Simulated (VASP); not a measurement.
All values below come from PBEsol GGA, VASP's PBE PAW potentials (set 64) (plane waves; VASP).

A VASP calculation is set up with these files.

### INCAR
```
ALGO = Normal
EDIFF = 1E-6
ENCUT = 300
GGA = PS
ISIF = 2
ISMEAR = -1
LASPH = .True.
LCHARG = .False.
LMAXMIX = 4
LREAL = .False.
LWAVE = .False.
NELM = 100
PREC = Accurate
SIGMA = 0.1
SYSTEM = NiSb
```

**KPOINTS**
```
Regular mesh
0
gamma
  8 8 5
```

POSCAR:
```
NiSb
1
    1.9650000000    -3.4034800000     0.0000000000
    1.9650000000     3.4034800000     0.0000000000
    0.0000000000     0.0000000000     5.1300000000
Ni Sb
2 2
Direct
  0.0000000000   0.0000000000   0.5000000000
  0.0000000000   0.0000000000   0.0000000000
  0.3333330000   0.6666670000   0.2500000000
  0.6666670000   0.3333330000   0.7500000000
```

POTCAR, in this order: Ni Sb (PBE.64 set). Program: vasp_std.

Output

**OUTCAR**
```
 ion  position               nearest neighbor table
   1  0.000  0.000  0.500-   2 2.56   2 2.56   4 2.61   3 2.61   4 2.61   3 2.61   4 2.61   3 2.61
  LATTYP: Found a hexagonal cell.
 ALAT       =     3.9300001413
 C/A-ratio  =     1.3053434645
 Subroutine PRICEL returns:
 Original cell was already a primitive cell.
 Subroutine GETGRP returns: Found 24 space group operations
The static configuration has the point symmetry D_3d.
 The point group associated with its full space group is D_6h.
The dynamic configuration has the point symmetry D_3d.
 Subroutine INISYM returns: Found 24 space group operations
 Subroutine IBZKPT returns following result:
 Found     30 irreducible k-points:

 Following reciprocal coordinates:
            Coordinates               Weight
  0.000000  0.000000  0.000000      1.000000
  0.125000 -0.000000  0.000000      6.000000
  0.250000 -0.000000  0.000000      6.000000
  0.375000 -0.000000  0.000000      6.000000
  0.500000 -0.000000  0.000000      3.000000
  0.125000  0.125000  0.000000      6.000000
  0.250000  0.125000  0.000000     12.000000
  0.375000  0.125000  0.000000     12.000000
  0.250000  0.250000  0.000000      6.000000
  0.375000  0.250000  0.000000      6.000000
  0.000000  0.000000  0.200000      2.000000
  0.125000 -0.000000  0.200000     12.000000
  0.250000 -0.000000  0.200000     12.000000
  0.375000 -0.000000  0.200000     12.000000
  0.500000 -0.000000  0.200000      6.000000
  0.125000  0.125000  0.200000     12.000000
  0.250000  0.125000  0.200000     24.000000
  0.375000  0.125000  0.200000     24.000000
  0.250000  0.250000  0.200000     12.000000
  0.375000  0.250000  0.200000     12.000000
  0.000000  0.000000  0.400000      2.000000
  0.125000 -0.000000  0.400000     12.000000
  0.250000 -0.000000  0.400000     12.000000
  0.375000 -0.000000  0.400000     12.000000
  0.500000 -0.000000  0.400000      6.000000
  0.125000  0.125000  0.400000     12.000000
  0.250000  0.125000  0.400000     24.000000
  0.375000  0.125000  0.400000     24.000000
  0.250000  0.250000  0.400000     12.000000
  0.375000  0.250000  0.400000     12.000000
   k-points           NKPTS =     30   k-points in BZ     NKDIM =     30   number of bands    NBANDS=     19
   number of dos      NEDOS =    301   number of ions     NIONS =      4
   total plane-waves  NPLWV =  17280
   dimension x,y,z NGX =    24 NGY =   24 NGZ =   30
   dimension x,y,z NGXF=    48 NGYF=   48 NGZF=   60
   ions per type =               2   2
   PREC   = accura    normal or accurate (medium, high low for compatibility)
   ISTART =      0    job   : 0-new  1-cont  2-samecut
   ICHARG =      2    charge: 1-file 2-atom 10-const
   ISPIN  =      1    spin polarized calculation?
   LNONCOLLINEAR =      F non collinear calculations
   LSORBIT =      F    spin-orbit coupling
   INIWAV =      1    electr: 0-lowe 1-rand  2-diag
   ENCUT  =  300.0 eV  22.05 Ry    4.70 a.u.   5.55  5.55  7.24*2*pi/ulx,y,z
   NELM   =    100;   NELMIN=  2; NELMDL= -5     # of ELM steps
   EDIFF  = 0.1E-05   stopping-criterion for ELM
   LREAL  =      F    real-space projection
   NLSPLINE    = F    spline interpolate recip. space projectors
   LMAXMIX     =    4 max onsite mixed and CHGCAR
   VOSKOWN=      0    Vosko Wilk Nusair interpolation
   EDIFFG = 0.1E-04   stopping-criterion for IOM
   NSW    =      0    number of steps for IOM
   NBLOCK =      1;   KBLOCK =      1    inner block; outer block
   IBRION =     -1    ionic relax: 0-MD 1-quasi-New 2-CG
   NFREE  =      0    steps in history (QN), initial steepest desc. (CG)
   ISIF   =      2    stress and relaxation
   ISYM   =      2    0-nonsym 1-usesym 2-fastsym
   TEIN   =    0.0    initial temperature
...
```

### OSZICAR
```
       N       E                     dE             d eps       ncg     rms          rms(c)
DAV:   1     0.128379161412E+03    0.12838E+03   -0.88598E+03  1148   0.104E+03
DAV:   2    -0.175486635804E+02   -0.14593E+03   -0.14165E+03  1155   0.267E+02
DAV:   3    -0.243019148170E+02   -0.67533E+01   -0.65654E+01  1328   0.682E+01
DAV:   4    -0.244747997701E+02   -0.17288E+00   -0.17216E+00  1302   0.110E+01
DAV:   5    -0.244796940076E+02   -0.48942E-02   -0.48930E-02  1334   0.190E+00    0.142E+01
DAV:   6    -0.275597898495E+02   -0.30801E+01   -0.42902E+01  1245   0.113E+02    0.187E+01
DAV:   7    -0.227261430475E+02    0.48336E+01   -0.15199E+01  1236   0.776E+01    0.410E+00
DAV:   8    -0.227827610852E+02   -0.56618E-01   -0.18084E+00  1552   0.115E+01    0.263E+00
DAV:   9    -0.227194571727E+02    0.63304E-01   -0.25659E-01  1264   0.822E+00    0.620E-01
DAV:  10    -0.227200578486E+02   -0.60068E-03   -0.76134E-03  1250   0.826E-01    0.484E-01
DAV:  11    -0.227193990963E+02    0.65875E-03   -0.48376E-04  1426   0.196E-01    0.135E-01
DAV:  12    -0.227192327803E+02    0.16632E-03   -0.46360E-04  1581   0.346E-01    0.233E-02
DAV:  13    -0.227192349014E+02   -0.21212E-05   -0.51844E-05  1215   0.505E-02    0.260E-02
DAV:  14    -0.227192338983E+02    0.10031E-05   -0.12354E-06   733   0.120E-02    0.824E-03
DAV:  15    -0.227192338746E+02    0.23654E-07   -0.40470E-07   642   0.680E-03
   1 F= -.22719234E+02 E0= -.22682544E+02  d E =-.733802E-01
```

### OUTCAR
```
------------------------ aborting loop because EDIFF is reached ----------------------------------------
  FORCE on cell =-STRESS in cart. coord.  units (eV):
  Direction    XX          YY          ZZ          XY          YZ          ZX
  --------------------------------------------------------------------------------------
  Total       -0.7321752     -0.7321753     -1.2358770      0.0000000     -0.0000000      0.0000000
  in kB      -17.0959210    -17.0959226    -28.8571010      0.0000000     -0.0000000      0.0000000
  external PRESSURE =     -21.0163149 kB  Pullay stress =       0.0000000 kB
  volume of cell :       68.62
      direct lattice vectors                 reciprocal lattice vectors
     1.965000000 -3.403480000  0.000000000     0.254452926 -0.146908458  0.000000000
     1.965000000  3.403480000  0.000000000     0.254452926  0.146908458  0.000000000
     0.000000000  0.000000000  5.130000000     0.000000000  0.000000000  0.194931774
 POSITION                                       TOTAL-FORCE (eV/Angst)
 -----------------------------------------------------------------------------------
      0.00000      0.00000      2.56500        -0.000000      0.000000      0.000000
      0.00000      0.00000      0.00000        -0.000000      0.000000      0.000000
      1.96500      1.13450      1.28250        -0.000000      0.000000      0.000000
      1.96500     -1.13450      3.84750         0.000000     -0.000000     -0.000000
 -----------------------------------------------------------------------------------
    total drift:                               -0.000000     -0.000000     -0.000000
  FREE ENERGIE OF THE ION-ELECTRON SYSTEM (eV)
  ---------------------------------------------------
  free  energy   TOTEN  =       -22.7192338746 eV

  energy  without entropy=      -22.6458537020  energy(sigma->0) =      -22.68254379
```
(Selected blocks of OUTCAR.)

At this cut-off the stress carries a Pulay error, which pulls relaxed volumes low.

The structure is a typed NiSb crystal (P6_3/mmc). The cell was not relaxed at this level. The run is one of a series of settings (GGA = PS, POTCAR Ni Sb (PBE.64 set) against the base run), some of them coarse on purpose. The run is not spin-polarised, so no magnetic state was tried.
